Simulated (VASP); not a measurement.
# NbAl2N3 (P-3m1) in VASP: single point with PBE

Aim: the single point of NbAl2N3 with PBE.

Program: VASP 6.6.1. These are calculated values, not measurements. Logs are shortened: lines on timing, memory, paths and dates and some standing lists are left out, and cuts for length are marked.

**1. Starting point**

Symmetry: P-3m1, No. 164, trigonal system. Conventional cell: a = 2.902 Å, b = 2.902 Å, c = 7.587 Å, α = 90.00°, β = 90.00°, γ = 120.00°. Al (site symmetry 3m) has 6 N at 2.02 to 2.05 Å as nearest neighbours. Around Nb (site symmetry -3m) lie 6 N at 2.24 Å. N (site symmetry 3m) has 3 Al at 2.02 Å and 3 Nb at 2.24 Å as nearest neighbours. Around N (site symmetry -3m) lie 6 Al at 2.05 Å.

The cell was built by a generator and needn't be a form met in nature.

**2. Single point, PBE**

Input file INCAR:

```
SYSTEM = NbAl2N3
ALGO = Fast ; EDIFF = 1E-5
ENCUT = 520 ; GGA = PE
ISIF = 2 ; ISMEAR = 0
LASPH = .True. ; LCHARG = .False.
LREAL = Auto ; LWAVE = .False.
NBANDS = 46 ; NELM = 80
PREC = Normal ; SIGMA = 0.15
```

Input file KPOINTS:

```
k-points
0
Gamma
  9 9 3
  0 0 0
```

Input file POSCAR:

```
NbAl2N3
1.0
    2.9024080000      0.0000000000      0.0000000000
   -2.9024080000      5.0271180000      0.0000000000
    0.0000000000      0.0000000000      7.5868500000
Al Nb N
4 2 6
Direct
    0.3333330000      0.3333335000      0.6551280000
    0.3333330000      0.8333335000      0.6551280000
    0.6666670000      0.1666665000      0.3448720000
    0.6666670000      0.6666665000      0.3448720000
    0.0000000000      0.0000000000      0.0000000000
    0.0000000000      0.5000000000      0.0000000000
    0.6666670000      0.1666665000      0.8040310000
    0.6666670000      0.6666665000      0.8040310000
    0.3333330000      0.3333335000      0.1959690000
    0.3333330000      0.8333335000      0.1959690000
    0.0000000000      0.0000000000      0.5000000000
    0.0000000000      0.5000000000      0.5000000000
```

Potentials or basis: VASP PAW PBE potentials, release 64 (Al, Nb_sv, N).

The run is started by

```sh
$ cat potpaw_PBE.64/Al/POTCAR potpaw_PBE.64/Nb_sv/POTCAR potpaw_PBE.64/N/POTCAR > POTCAR
$ mpirun -np 1 vasp_std > vasp.out
```

OUTCAR:

```text
SYSTEM = NbAl2N3
   EDIFF = 1E-5
   ENCUT = 520
   GGA = PE
   ISIF = 2
   ISMEAR = 0
   LASPH = .True.
   LREAL = Auto
   NELM = 80
   PREC = Normal

 ion  position               nearest neighbor table
   1  0.333  0.333  0.655-   8 2.02   7 2.02   7 2.02  12 2.05  11 2.05  12 2.05   4 2.89   3 2.89
                             3 2.89   2 2.90   2 2.90   2 2.90   2 2.90   6 3.11   5 3.11   6 3.11
   2  0.333  0.833  0.655-   7 2.02   8 2.02   8 2.02  11 2.05  12 2.05  11 2.05   3 2.89   4 2.89
                             4 2.89   1 2.90   1 2.90   1 2.90   1 2.90   5 3.11   6 3.11   5 3.11
   3  0.667  0.167  0.345-  10 2.02   9 2.02   9 2.02  11 2.05  12 2.05  11 2.05   2 2.89   1 2.89
                             1 2.89   4 2.90   4 2.90   4 2.90   4 2.90   5 3.11   6 3.11   5 3.11
   4  0.667  0.667  0.345-   9 2.02  10 2.02  10 2.02  12 2.05  11 2.05  12 2.05   1 2.89   2 2.89
                             2 2.89   3 2.90   3 2.90   3 2.90   3 2.90   6 3.11   5 3.11   6 3.11
   5  0.000  0.000  0.000-   7 2.24  10 2.24   9 2.24   8 2.24   7 2.24  10 2.24   6 2.90   6 2.90
                             6 2.90   6 2.90   2 3.11   3 3.11   1 3.11   4 3.11   3 3.11   2 3.11
   6  0.000  0.500  0.000-   8 2.24   9 2.24   7 2.24  10 2.24   8 2.24   9 2.24   5 2.90   5 2.90
                             5 2.90   5 2.90   1 3.11   4 3.11   3 3.11   2 3.11   4 3.11   1 3.11
   7  0.667  0.167  0.804-   2 2.02   1 2.02   1 2.02   5 2.24   6 2.24   5 2.24
   8  0.667  0.667  0.804-   1 2.02   2 2.02   2 2.02   6 2.24   5 2.24   6 2.24
   9  0.333  0.333  0.196-   4 2.02   3 2.02   3 2.02   6 2.24   5 2.24   6 2.24
  10  0.333  0.833  0.196-   3 2.02   4 2.02   4 2.02   5 2.24   6 2.24   5 2.24
  11  0.000  0.000  0.500-   2 2.05   3 2.05   1 2.05   4 2.05   3 2.05   2 2.05
  12  0.000  0.500  0.500-   1 2.05   4 2.05   3 2.05   2 2.05   4 2.05   1 2.05

  LATTYP: Found a simple orthorhombic cell.
 ALAT       =     2.9024080000
 B/A-ratio  =     1.7320507661
 C/A-ratio  =     2.6139846638

  Lattice vectors:

 A1 = (   2.9024080000,   0.0000000000,   0.0000000000)
 A2 = (   0.0000000000,   5.0271180000,   0.0000000000)
 A3 = (   0.0000000000,   0.0000000000,   7.5868500000)

Analysis of symmetry for initial positions (statically):
=====================================================================
 Subroutine PRICEL returns following result:

  LATTYP: Found a hexagonal cell.
 ALAT       =     2.9024080000
 C/A-ratio  =     2.6139846638

  Lattice vectors:

 A1 = (   2.9024080000,   0.0000000000,   0.0000000000)
 A2 = (  -1.4512040000,   2.5135590000,   0.0000000000)
 A3 = (   0.0000000000,   0.0000000000,   7.5868500000)

   2 primitive cells build up your supercell.

 Routine SETGRP: Setting up the symmetry group for a
[... 156 lines left out ...]
   IALGO  =     68    algorithm
   IMIX   =      4    mixing-type and parameters
     AMIX     =   0.40;   BMIX     =  1.00
     AMIX_MAG =   1.60;   BMIX_MAG =  1.00
  volume/ion in A,a.u.               =       9.22        62.25
  Fermi-wavevector in a.u.,A,eV,Ry     =   1.391655  2.629846 26.350437  1.936702
  Thomas-Fermi vector in A             =   2.515473
   LORBIT       =      0    0 simple, 1 ext, 2 COOP (PROOUT), +10 PAW based schemes
   GGA     = PE    functional components
   LHFCALC =     F    Hartree Fock is set to
   AEXX    =    0.0000 exact exchange contribution
   IVDW    =     0    specifies the selected vdW correction
   LEPSILON=     F    determine dielectric tensor
   LRPA    =     F    only Hartree local field effects (RPA)
 non-spin polarized calculation
 RMM-DIIS sequential band-by-band and
 Gauss-broadening in eV      SIGMA  =   0.15
  energy-cutoff  :      520.00
  volume of cell :      110.70
 maximum number of plane-waves:      3010
   NGX = 11   NGY = 21   NGZ = 29

 number of electron      67.9999987 magnetization

 Free energy of the ion-electron system (eV)
  ---------------------------------------------------
  ext. energy  EPLUGINS =         0.00000000
  ---------------------------------------------------
  free energy    TOTEN  =       -98.83338355 eV

  energy without entropy =      -98.81999957  energy(sigma->0) =      -98.82669156

 E-fermi :  11.7759     XC(G=0): -12.6156

 val. band max:       11.7588810857   @ k =   0.1111   0.2222   0.3333
 cond. band min:      11.8000336486   @ k =  -0.4444   0.4444   0.3333
 fundamental gap:      0.0411525629
 Fermi energy:        11.7758994038

 k-point     1 :       0.0000    0.0000    0.0000
  band No.  band energies     occupation
      1     -43.9332      2.00000
      2     -43.7453      2.00000
      3     -20.6685      2.00000
      4     -20.1515      2.00000
      5     -19.8521      2.00000
      6     -19.6852      2.00000
[... 1165 lines left out ...]
     45      18.2570      0.00000
     46      18.4261      0.00000

 [... further k-points ...]

------------------------ aborting loop because EDIFF is reached ----------------------------------------

  FORCE on cell =-STRESS in cart. coord.  units (eV):
  Direction    XX          YY          ZZ          XY          YZ          ZX
  --------------------------------------------------------------------------------------
  -------------------------------------------------------------------------------------
  Total       -0.1073873     -0.1458337     -0.0590186      0.0000000      0.0209413      0.0000000
  in kB       -1.5542633     -2.1107135     -0.8542021      0.0000000      0.3030920      0.0000000
  external PRESSURE =      -1.5063930 kB  Pullay stress =       0.0000000 kB

 VOLUME and BASIS-vectors are now :
 -----------------------------------------------------------------------------
  energy-cutoff  :      520.00
  volume of cell :      110.70
      direct lattice vectors                 reciprocal lattice vectors
     2.902408000  0.000000000  0.000000000     0.344541498  0.198921131  0.000000000
    -2.902408000  5.027118000  0.000000000     0.000000000  0.198921131  0.000000000
     0.000000000  0.000000000  7.586850000     0.000000000  0.000000000  0.131807008

 POSITION                                       TOTAL-FORCE (eV/Angst)
 -----------------------------------------------------------------------------------
     -0.00000      1.67571      4.97036        -0.000000     -0.000626     -0.022936
     -1.45121      4.18927      4.97036        -0.000000     -0.000626     -0.022936
      1.45121      0.83785      2.61649        -0.000000      0.000626      0.022936
      0.00000      3.35141      2.61649        -0.000000      0.000626      0.022936
      0.00000      0.00000      0.00000        -0.000000      0.000000     -0.000000
     -1.45120      2.51356      0.00000        -0.000000      0.000000     -0.000000
      1.45121      0.83785      6.10006         0.000000     -0.003037     -0.007830
      0.00000      3.35141      6.10006        -0.000000     -0.003037     -0.007830
     -0.00000      1.67571      1.48679         0.000000      0.003037      0.007830
     -1.45121      4.18927      1.48679         0.000000      0.003037      0.007830
      0.00000      0.00000      3.79343        -0.000000      0.000000     -0.000000
     -1.45120      2.51356      3.79343        -0.000000      0.000000     -0.000000
 -----------------------------------------------------------------------------------
    total drift:                                0.000000      0.000000      0.000000

  FREE ENERGIE OF THE ION-ELECTRON SYSTEM (eV)
  ---------------------------------------------------
  free  energy   TOTEN  =       -98.8333835532 eV

  energy  without entropy=      -98.8199995666  energy(sigma->0) =      -98.82669156
```

OSZICAR:

```text
N       E                     dE             d eps       ncg     rms          rms(c)
DAV:   1     0.544803962463E+03    0.54480E+03   -0.35137E+04  6440   0.146E+03
DAV:   2    -0.639390567372E+02   -0.60874E+03   -0.58578E+03  8456   0.464E+02
DAV:   3    -0.110901896969E+03   -0.46963E+02   -0.46385E+02 10120   0.119E+02
[... 17 lines left out ...]
RMM:  21    -0.988332967796E+02   -0.51192E-04   -0.55350E-04  9160   0.663E-02    0.221E-02
RMM:  22    -0.988333326038E+02   -0.35824E-04   -0.33071E-04  8864   0.594E-02    0.297E-02
RMM:  23    -0.988333528854E+02   -0.20282E-04   -0.25413E-04  8774   0.601E-02    0.297E-02
RMM:  24    -0.988333757086E+02   -0.22823E-04   -0.17171E-04  8452   0.539E-02    0.598E-02
RMM:  25    -0.988333835532E+02   -0.78446E-05   -0.99311E-05  7240   0.373E-02
   1 F= -.98833384E+02 E0= -.98826692E+02  d E =-.133840E-01
```

It took 4.5 min on 1 thread of Intel Xeon Platinum 8488C (Sapphire Rapids), shared host; peak memory 0.31 GiB.

Results:

| Property | Result |
| --- | --- |
| Free energy | -98.8334 eV |
| Pressure | -0.2 GPa |
| Largest force | 0.023 eV/Å |
| Band gap on the k mesh | none (metal or under the smearing width) |

Forces on the atoms (eV/Å):
```
Al   0.000 -0.001 -0.023
Al   0.000 -0.001 -0.023
Al   0.000  0.001  0.023
Al   0.000  0.001  0.023
Nb   0.000  0.000  0.000
Nb   0.000  0.000  0.000
N    0.000 -0.003 -0.008
N    0.000 -0.003 -0.008
N    0.000  0.003  0.008
N    0.000  0.003  0.008
N    0.000  0.000  0.000
N    0.000  0.000  0.000
```

Stress tensor (GPa, compression positive):
```
-0.16  0.00  0.00
 0.00 -0.21  0.03
 0.00  0.03 -0.09
```
